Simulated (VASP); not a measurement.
Input:

```
MgTe
1.0
    4.68384     0.00000     0.00000
   -2.34192     4.05633     0.00000
    0.00000     0.00000     7.58954
Mg Te
2 2
Direct
  0.33333   0.66667   0.99599
  0.66667   0.33333   0.49599
  0.33333   0.66667   0.37401
  0.66667   0.33333   0.87401
```

Computed with PBE GGA, VASP's PBE PAW potentials (set 64) (plane waves; VASP). Run with 300 eV cut-off, 4×4×3 Γ-centred mesh, Fermi-Dirac smearing of 0.050 eV, potentials Mg Te.

Estimate the energy per atom (σ→0), pressure.

```yaml
energy per atom (σ→0): -3.189 eV/atom
pressure: -1.35 GPa
```

Only differences to runs with the same potentials and settings are physical.

The structure comes from a computed database's MgTe entry; how it stands against other phases isn't given here. The cell was not relaxed at this level.
